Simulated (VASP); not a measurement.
Runs of VASP 6.6.1 on HfB. Symmetry: Fm-3m, No. 225, cubic system. The conventional cell has a = 4.836 Å, b = 4.836 Å, c = 4.836 Å, α = 90.00°, β = 90.00°, γ = 90.00°. Hf (site symmetry m-3m) is surrounded by 6 B at 2.42 Å. B (site symmetry m-3m) has 6 Hf at 2.42 Å as nearest neighbours. 

```tsv
task	cell	k mesh	cutoff (eV)	mesh quality	gap on the mesh (eV)	pressure (GPa)	relaxed volume (Å³/atom)
relaxation of cell and atoms	relaxed	16 × 16 × 16	600	not flagged	none	0.0	14.13
single point	Fm-3m, 14.14 Å³/atom	8 × 8 × 8	520	not flagged	none	-0.1	-
single point	Fm-3m, 14.12 Å³/atom	16 × 16 × 16	520	not flagged	none	0.1	-
single point	Fm-3m, 12.33 Å³/atom	6 × 6 × 6	520	coarse	none	30.7	-
relaxation of cell and atoms	relaxed	8 × 8 × 8	600	not flagged	none	-0.1	(a)
```

Alike in all rows: level PBE; potentials or basis VASP PAW PBE potentials, release 64 (Hf_pv, B); no spin polarisation; smearing gaussian 0.1 eV.

Q: Fill in the values left out.

A: (a) 14.15.

Caveats: some runs use coarse meshes; a pressure of tens of GPa on the cell as given is suspect, and the run, the potentials or the cell itself is likely at fault (some runs); the volume moved by +15 % from the deposited cell, more than functionals usually miss (some runs).

A k mesh can miss the band edges, and the runs leave out spin-orbit coupling on Hf.

A gap of «none» marks a metal or a gap under the smearing width.
